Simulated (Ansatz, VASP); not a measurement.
## SnTe in two plane-wave programs

One calculation is typed for both programs; each brings its own data sets and cutoff. How far apart do they land? The cell is taken from a series of VASP runs on this material, whose earlier steps may have relaxed, scaled or displaced it; both programs get it as it stands.

Method: plane waves, with VASP 6.6.1 beside it; relaxation of cell and atoms at LDA and band structure at HSE06, spin-orbit coupling, in Ansatz 0.2.0.

### Step 1. The starting structure

Symmetry: Fm-3m, No. 225, cubic system. Conventional cell: a = 6.238 Å, b = 6.238 Å, c = 6.238 Å, α = 90.00°, β = 90.00°, γ = 90.00°. Nearest to Te lie 6 Sn at 3.12 Å. Nearest to Sn lie 6 Te at 3.12 Å. Farther neighbours and most contacts between anions are not listed.

Coordinates:

```cif
data_structure
_symmetry_space_group_name_H-M 'P 1'
_symmetry_Int_Tables_number 1
_cell_length_a 4.4109
_cell_length_b 4.4109
_cell_length_c 4.4109
_cell_angle_alpha 60.000
_cell_angle_beta 60.000
_cell_angle_gamma 60.000
_cell_volume 60.68
loop_
_atom_site_label
_atom_site_type_symbol
_atom_site_fract_x
_atom_site_fract_y
_atom_site_fract_z
_atom_site_occupancy
Te1 Te 0.50000 0.50000 0.50000 1
Sn2 Sn 0.00000 0.00000 0.00000 1
```

### Step 2. VASP: relaxation of cell and atoms, LDA

The relaxed volume is the usual yardstick between codes: its relative difference is about their pressure difference at one cell divided by the bulk modulus.

Lines of VASP's logs that name or quote its potential files are left out, and so is its time.

Contents of INCAR:

```
SYSTEM = SnTe
PREC = Accurate
ENCUT = 450
EDIFF = 1E-06
NELM = 100
ISMEAR = 0
SIGMA = 0.03
LREAL = .FALSE.
ALGO = Normal
GGA = CA
NBANDS = 16
LORBIT = 11
LWAVE = .FALSE.
LCHARG = .FALSE.
KPAR = 4
IBRION = 2
NSW = 50
ISIF = 3
EDIFFG = -0.006
```

Contents of POSCAR:

```
SnTe
1.0
    0.0000000000      3.1190037542      3.1190037542
    3.1190037542      0.0000000000      3.1190037542
    3.1190037542      3.1190037542      0.0000000000
Te Sn
1 1
Direct
    0.5000000000      0.5000000000      0.5000000000
    0.0000000000      0.0000000000      0.0000000000
```

Contents of KPOINTS:

```
Automatic mesh
0
Gamma
6 6 6
0 0 0
```

Potentials, in the order of the species: Te and Sn_d (LDA family, release 64).

The run is started by

```
$ mpirun -np 4 vasp_std
```

Numbers of over 12 decimals in the logs are rounded to 6 here.

The log of the run:

```text
[banner, memory and clock lines left out]
running    4 mpi-ranks, on    1 nodes
 distrk:  each k-point on    1 cores,    4 groups
 distr:  one band on    1 cores,    1 groups

 POSCAR found type information on POSCAR TeSn
 POSCAR found :  2 types and       2 ions
 LDA part: xc-table for (Slater(with rela. corr.)+CA(PZ))
 , standard interpolation
 POSCAR, INCAR and KPOINTS ok, starting setup
 FFT: planning ... GRIDC
 FFT: planning ... GRID_SOFT
 FFT: planning ... GRID
 WAVECAR not read
 entering main loop
       N       E                     dE             d eps       ncg     rms          rms(c)
DAV:   1     0.116514728341E+03    0.11651E+03   -0.88721E+03   520   0.132E+03
DAV:   2     0.905660021044E+00   -0.11561E+03   -0.11291E+03   576   0.332E+02
DAV:   3    -0.863360213883E+01   -0.95393E+01   -0.94494E+01   656   0.861E+01
DAV:   4    -0.888140586802E+01   -0.24780E+00   -0.24774E+00   624   0.151E+01
DAV:   5    -0.889242052182E+01   -0.11015E-01   -0.11015E-01   752   0.296E+00    0.554E+00
DAV:   6    -0.883999865041E+01    0.52422E-01   -0.10695E-01   728   0.247E+00    0.350E+00
DAV:   7    -0.883543327761E+01    0.45654E-02   -0.42811E-02   680   0.116E+00    0.642E-01
DAV:   8    -0.883435273038E+01    0.10805E-02   -0.73857E-03   616   0.712E-01    0.162E-01
DAV:   9    -0.883439553110E+01   -0.42801E-04   -0.56240E-04   680   0.222E-01    0.639E-02
DAV:  10    -0.883437284123E+01    0.22690E-04   -0.80822E-05   680   0.849E-02    0.259E-02
DAV:  11    -0.883437358492E+01   -0.74369E-06   -0.16499E-05   664   0.350E-02    0.718E-03
DAV:  12    -0.883437325628E+01    0.32864E-06   -0.16924E-06   504   0.141E-02
   1 F= -.88343733E+01 E0= -.88343733E+01  d E =-.883437E+01
 curvature:   0.00 expect dE= 0.000E+00 dE for cont linesearch  0.000E+00
 trial: gam= 0.00000 g(F)=  0.271E-59 g(S)=  0.218E-05 ort = 0.000E+00 (trialstep = 0.100E+01)
 search vector abs. value=  0.218E-05
 reached required accuracy - stopping structural energy minimisation
```

From OUTCAR (step 2):

```text
ion  position               nearest neighbor table
   1  0.500  0.500  0.500-   2 3.12   2 3.12   2 3.12   2 3.12   2 3.12   2 3.12
   2  0.000  0.000  0.000-   1 3.12   1 3.12   1 3.12   1 3.12   1 3.12   1 3.12

  LATTYP: Found a face centered cubic cell.
 ALAT       =     6.2380075084

 Subroutine GETGRP returns: Found 48 space group operations
 (whereof 48 operations were pure point group operations)

The static configuration has the point symmetry O_h .

 Found     16 irreducible k-points:

   k-points           NKPTS =     16   k-points in BZ     NKDIM =     16   number of bands    NBANDS=     16

   dimension x,y,z NGX =    32 NGY =   32 NGZ =   32
   dimension x,y,z NGXF=    64 NGYF=   64 NGZF=   64

   ENCUT  =  450.0 eV  33.07 Ry    5.75 a.u.   7.63  7.63  7.63*2*pi/ulx,y,z

   NELECT =      20.0000    total number of electrons

 k-points in reciprocal lattice and weights: Automatic mesh
   0.00000000  0.00000000  0.00000000       0.005
   0.16666667  0.00000000  0.00000000       0.037
   0.33333333  0.00000000  0.00000000       0.037
   0.50000000  0.00000000  0.00000000       0.019
   0.16666667  0.16666667  0.00000000       0.028
   0.33333333  0.16666667  0.00000000       0.111
   0.50000000  0.16666667  0.00000000       0.111
  -0.33333333  0.16666667  0.00000000       0.111
  -0.16666667  0.16666667  0.00000000       0.056
[...]
-0.33333333  0.33333333  0.16666667       0.111
  -0.33333333  0.50000000  0.16666667       0.056

 average (electrostatic) potential at core
       1 -88.4000       2-100.0690

 E-fermi :   7.1570

 k-point     1 :       0.0000    0.0000    0.0000
  band No.  band energies     occupation
    ...
      6      -5.9239      2.00000
      7       2.4501      2.00000
      8       4.9181      2.00000
      9       4.9181      2.00000
     10       4.9181      2.00000
     11      10.4721      0.00000
     12      10.4721      0.00000
     13      10.4721      0.00000
     14      11.8484      0.00000
     15      11.8484      0.00000
    ...

 k-point     2 :       0.1667    0.0000    0.0000
  band No.  band energies     occupation
    ...
      6      -5.6815      2.00000
      7       1.2504      2.00000
      8       4.9637      2.00000
      9       4.9637      2.00000
     10       5.7161      2.00000
     11       9.4010      0.00000
     12       9.4010      0.00000
     13       9.4534      0.00000
     14      11.8138      0.00000
     15      12.4175      0.00000
    ...

 k-point     3 :       0.3333    0.0000    0.0000
  band No.  band energies     occupation
    ...
      6      -5.0449      2.00000
      7      -0.5175      2.00000
      8       5.1299      2.00000
      9       5.1299      2.00000
     10       6.5117      2.00000
     11       8.0173      0.00000
     12       8.0173      0.00000
     13       8.1072      0.00000
     14      12.9613      0.00000
     15      13.9641      0.00000
    ...

  Total       -0.0054890     -0.0054890     -0.0054890      0.0000000      0.0000000     -0.0000000
  in kB       -0.1449196     -0.1449196     -0.1449196      0.0000000      0.0000000     -0.0000000
  external PRESSURE =      -0.1449196 kB  Pullay stress =       0.0000000 kB

  energy-cutoff  :      450.00
  volume of cell :       60.68
      direct lattice vectors                 reciprocal lattice vectors
     0.000000000  3.119003754  3.119003754    -0.160307598  0.160307598  0.160307598
     3.119003754  0.000000000  3.119003754     0.160307598 -0.160307598  0.160307598
     3.119003754  3.119003754  0.000000000     0.160307598  0.160307598 -0.160307598

 POSITION                                       TOTAL-FORCE (eV/Angst)
 -----------------------------------------------------------------------------------
      3.11900      3.11900      3.11900         0.000000      0.000000     -0.000000
      0.00000      0.00000      0.00000        -0.000000     -0.000000      0.000000
 -----------------------------------------------------------------------------------
    total drift:                                0.000000     -0.000000     -0.000000

  FREE ENERGIE OF THE ION-ELECTRON SYSTEM (eV)
  ---------------------------------------------------
  free  energy   TOTEN  =        -8.8343732563 eV

  energy  without entropy=       -8.8343732519  energy(sigma->0) =       -8.83437325

 reached required accuracy - stopping structural energy minimisation

 total charge
# of ion       s       p       d       tot
------------------------------------------
    1        1.398   1.967   0.035   3.400
    2        1.365   0.783   9.987  12.135
--------------------------------------------------
tot          2.764   2.750  10.021  15.535

[... 3 further parts left out ...]
```

### Step 3. Ansatz: relaxation of cell and atoms, LDA

Ansatz runs on its default PAW (the set named soft_2) files.

The same cell, functional (in two slightly different forms), mesh and smearing now go to Ansatz, which takes its cutoff from its data sets.

Contents of input.yaml:

```yaml
crystal:
  lattice:
    - [0.0, 3.1190037542, 3.1190037542]
    - [3.1190037542, 0.0, 3.1190037542]
    - [3.1190037542, 3.1190037542, 0.0]
  atoms:
    - { symbol: Te, position: [0.5, 0.5, 0.5] }
    - { symbol: Sn, position: [0.0, 0.0, 0.0] }
hamiltonian:
  xc: lda
  pseudopotentials: { kind: paw }
kpoints:
  mp_grid: { grid: [6, 6, 6] }
scf:
  occupations: { method: gaussian, width: 0.03 }
relax:
  f_tol: 0.01
  max_steps: 60
  cell: { stress_tol: 0.05 }
output:
  forces: true
  stress: true
```

The run is started by

```
$ ansatz run input.yaml --threads 4 --pin off --max-ram 9216MiB --backend cpu --events-out ev --progress --plain --runs-dir out
```

The log of the run:

```text
Engine: ansatz 0.2.0, aarch64-unknown-linux-gnu
Pseudopotentials: kind: paw
Pseudopotential: Te, paw, valence charge 16, recommended cutoff 420 eV (normal), Te.paw.azcp
Pseudopotential: Sn, paw, valence charge 14, recommended cutoff 420 eV (normal), Sn.paw.azcp
Functional definition: SPW92
  exchange = slater_x
  correlation = pw_c
Crystal: 2 atoms, lattice volume = 60.684 Å³
Basis set: ecut = 420 eV, 1243 PW (Γ)
Bands: 19, of which v1, the nominal top of the filled ones, is band 15 counted from 1 (14 counted from 0)
Symmetry: 48 space group operations
Space group: Fm-3m (ITA 225), of the structure as read, at distance tolerance 3.9e-5 Å
k-points: 16 of 216
Non-local potential: Te, projectors of the file, l = 0: 2, l = 1: 2, l = 2: 2, l = 3: 2
Non-local potential: Sn, projectors of the file, l = 0: 2, l = 1: 2, l = 2: 2, l = 3: 2
PAW form: soft (Blöchl's): semilocal exchange-correlation on the pseudo side does not see the compensation charge
PAW frozen core: Te, regenerated for the run's functional, and the local potential with it (the file was generated under x = pbe(κ = 0.804, μ = 0.219515), c = pbe(β = 0.066725))
PAW frozen core: Sn, regenerated for the run's functional, and the local potential with it (the file was generated under x = pbe(κ = 0.804, μ = 0.219515), c = pbe(β = 0.066725))
PAW one-centre angular grid: Te, 590 points (default); XC on 64 Gauss nodes
PAW one-centre angular grid: Sn, 590 points (default); XC on 64 Gauss nodes
Initial density: superposition of atomic densities (neutral atoms: chi_scale 0, normalization atom), corrected by the library's trained network
Initial wavefunctions: pseudopotential atomic-orbital guess
Functional: x = slater, c = lda
SCF iter   1: F=—  HF=-12707.284209 eV  |F-HF|=—  |Δ(HF+E_count)|=         —  Δρ=5.53e-3  dr2=7.60e-3  ethr=1.77e-3  ⟨swp⟩=6.9  Hψ=1637  notcnv=0
preconditioner: auto → none  [insulator: Δε(μ)=0.194 eV  Ē_g=8.811 eV  σ=0.030 eV  W_gap=1.00  n_scr=14 (ndim 8)  ℏωp=15.1 eV  f_vac=0.007  D(μ)=0.00/eV (n_scr^D=0)  ε∞_Penn≈3.9]
SCF iter   2: F=—  HF=-12707.279126 eV  |F-HF|=—  |Δ(HF+E_count)|=   5.08e-3  Δρ=2.07e-3  dr2=1.07e-3  ethr=2.53e-5  ⟨swp⟩=2.0  Hψ=656  notcnv=0
SCF iter   3: F=—  HF=-12707.278824 eV  |F-HF|=—  |Δ(HF+E_count)|=   3.02e-4  Δρ=2.96e-4  dr2=3.24e-5  ethr=3.56e-6  ⟨swp⟩=2.1  Hψ=532  notcnv=0
SCF iter   4: F=—  HF=-12707.278822 eV  |F-HF|=—  |Δ(HF+E_count)|=   1.47e-6  Δρ=5.00e-5  dr2=1.84e-6  ethr=1.08e-7  ⟨swp⟩=3.0  Hψ=498  notcnv=0
iter 5 did not close the SCF: its close was put off for the readings that it lacked (scf_convergence_deferred on its scf_iter line)
SCF iter   5: F=-12707.278822 eV  HF=-12707.278822 eV  |F-HF|=2.44e-8  |Δ(HF+E_count)|=   6.20e-7  Δρ=1.03e-5  dr2=6.93e-8  ethr=6.13e-9  ⟨swp⟩=2.0  Hψ=544  notcnv=0
SCF iter   6: F=-12707.278822 eV  HF=-12707.278822 eV  |F-HF|=3.29e-10  |Δ(HF+E_count)|=   5.97e-9  Δρ=1.11e-6  dr2=2.57e-10  ethr=2.31e-10  ⟨swp⟩=3.1  Hψ=1111  notcnv=0
SCF 1 converged in 6 iterations: F = -12707.278822 eV  dr2 = 2.57e-10
  greatest PAW one-centre occupation: 0.999 electrons in one spin orbital (limit 2), on the Te atom at site 0 (counted from 0), in its partial waves of l = 2
relax step   1: F+E_penalty+E_count = -12707.27882154 eV  Δ(F+E_penalty+E_count) = +0.000e0 eV  max|allowed force component| = 7.599e-29 eV/Å  Δτ_max = 0.0000 Å  P = -0.106 GPa  Ω = 60.684 Å³  (6 SCF iters, dr2 threshold 1.00e-7 eV, accepted)
[...]
relax step   2: F+E_penalty+E_count = -12707.27889078 eV  Δ(F+E_penalty+E_count) = -6.924e-5 eV  max|allowed force component| = 6.074e-29 eV/Å  Δτ_max = 0.0000 Å  P = +0.054 GPa  Ω = 60.499 Å³  energy of the carried Pulay correction = +3.873e-5 eV  (6 SCF iters, dr2 threshold 2.81e-8 eV, accepted)
[...]
relax step   3: F+E_penalty+E_count = -12707.27888815 eV  Δ(F+E_penalty+E_count) = +2.628e-6 eV  max|allowed force component| = 8.924e-30 eV/Å  Δτ_max = 0.0000 Å  P = -0.000 GPa  Ω = 60.561 Å³  energy of the carried Pulay correction = +2.571e-5 eV  (7 SCF iters, dr2 threshold 7.22e-9 eV, accepted)
[...]
relax step   4: F+E_penalty+E_count = -12707.27886944 eV  Δ(F+E_penalty+E_count) = +1.872e-5 eV  max|allowed force component| = 9.664e-30 eV/Å  Δτ_max = 0.0000 Å  P = -0.000 GPa  Ω = 60.561 Å³  stress off target by 1.58e-4 GPa  SCF on the basis re-selected at this cell (its energy is not comparable with the rows above)  (7 SCF iters)
basis re-selected at this cell: Δ(F+E_penalty+E_count) = +1.872e-5 eV, ΔP = +0.000 GPa vs the last step (what re-selecting the basis moved, of the pressure what is left beyond the Pulay correction that the steps carried, after the strain that the cell walked since its last selection, with what the two solves' SCF thresholds leave and, on support functions, any second-order correction that the steps lacked; it is no m [...]
SCF converged after 7 iterations
Free energy (F): -12707.278869 eV
Harris-Foulkes:  -12707.278869 eV  (|F-HF|=1.82e-12)
Internal energy: -12707.278869 eV  (E = F + TS)
E sigma→0 (E₀):  -12707.278869 eV
Fermi energy:    9.869201 eV
--- Per-component energies (eV) ---
  E_band       = -348.722377
  E_kinetic    = 369.278958
  E_local      = -2114.960727  (includes V_loc(G=0)·N_el)
  E_nonlocal   = -333.094672
  E_hartree    = 1333.900410
  E_xc         = -504.157683
  E_vxc        = -204.836050  (∫ρ·V_xc dr)
  E_paw        = -8501.985033  (= ΣΔE_a)
  E_vpaw       = -732.910500  (= ΣTr[D̂ρ^β])
  E_aug_tail   = -0.000207  (compensation charges beyond the density's cutoff)
  E_ewald      = -2957.363476
  E_core_change = 1.103559  (= ΣΔE_core)
  E_smearing   = -0.000000  (= −TS)
  E_closure    = -0.000000  (closes the sum)
  Σ components = -12707.278869   (vs F -12707.278869, Δ=0.00e0)
--- Forces (eV/Å), atoms counted from 1 ---
  atom   1  Te     0.00000000     0.00000000     0.00000000
  atom   2  Sn    -0.00000000     0.00000000     0.00000000
  max |Σ_I F_I| component: 1.64e-29 eV/Å
--- Stress (GPa, compression-positive) ---
       -0.000158      -0.000000      -0.000000
       -0.000000      -0.000158      -0.000000
       -0.000000      -0.000000      -0.000158
  P = ⅓ Tr σ = -0.0002 GPa (-0.002 kbar)
--- Relaxed structure (3 steps of the walk, 3 accepted, 1 SCFs on fresh bases) ---
  F+E_penalty+E_count = -12707.27886944 eV   max|allowed force component| = 9.664e-30 eV/Å   (the final SCF, on the basis selected at the relaxed cell)
  cell:  # Å, volume = 60.5613 Å³
    - [0, 3.116892, 3.116892]
    - [3.116892, 0, 3.116892]
    - [3.116892, 3.116892, 0]
  atoms:
    - { symbol: Te, position: [0.5, 0.5, 0.5] }
    - { symbol: Sn, position: [0, 0, 0] }
```

The job ended after 2.2 s (4 threads of Arm Neoverse V1, shared host; peak memory 0.34 GiB).

### Step 4. Differences

Known differences besides the potentials themselves: the two LDA forms differ slightly; both relaxations stop at a tolerance, which leaves soft axes loose, and VASP keeps its plane-wave basis; the data sets hold 30 valence electrons in Ansatz (default PAW (the set named soft_2) files) and 20 in VASP; the cutoff is 420 eV in Ansatz and 450 eV in VASP; VASP's log shows a relativistic correction to its local exchange, Ansatz's none; Ansatz adds a Pulay correction to the stress that steers its cell, VASP none. Total energies have different zeros and are not compared.

Compared:

| quantity | Ansatz | VASP | difference |
| --- | --- | --- | --- |
| volume (Å³) | 60.56 | 60.68 | -0.20 % |
| edge a after relaxation, in the typed setting (Å) | 4.408 | 4.411 | -0.07 % |

The walks stopped with 0.00 GPa left in Ansatz and -0.01 GPa in VASP; each walk ends within a tolerance, so the volume difference is uncertain by about these residues over the bulk modulus, most in soft cells.

[end of part 1 of 2]

[Lines on the potential files, build, host, timing and source positions are cut from VASP's logs without a mark.]

[Logs are printed without paths, hosts, clocks, repeated set-up lines and the standing remarks that a program may print on its own settings, such as how far it seeks lower states.]

[Hosts, paths, dates, database ids (printed as entryN), source tags and the programs' standing remarks are cut or masked in the printed files.]
